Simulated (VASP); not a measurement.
Data:

```xyz
1
Lattice="0.0000 1.9450 1.9450 1.9450 0.0000 1.9450 1.9450 1.9450 0.0000" Properties=species:S:1:pos:R:3 pbc="T T T"
Pd     0.0000     0.0000     0.0000
```

Level of theory: PBE GGA, VASP's PBE PAW potentials (set 64) (plane waves; VASP). Numerical set-up: LASPH = .FALSE., 400 eV cut-off, 14×14×14 Γ-centred mesh, first-order Methfessel-Paxton smearing of 0.10 eV, potentials Pd.

Estimate the energy per atom (σ→0), pressure, band gap (on the k-mesh) with the smallest direct gap where there is one.

```yaml
band gap (on the k-mesh): none (metal, semimetal or under 0.01 eV)
energy per atom (σ→0): -5.192 eV/atom
pressure: 6.97 GPa
```

Only differences to runs with the same potentials and settings are physical.

The compound is Pd in the fcc structure. The cell was not relaxed at this level. The run is one of a series of settings (LASPH = .FALSE. against the base run), some of them coarse on purpose.
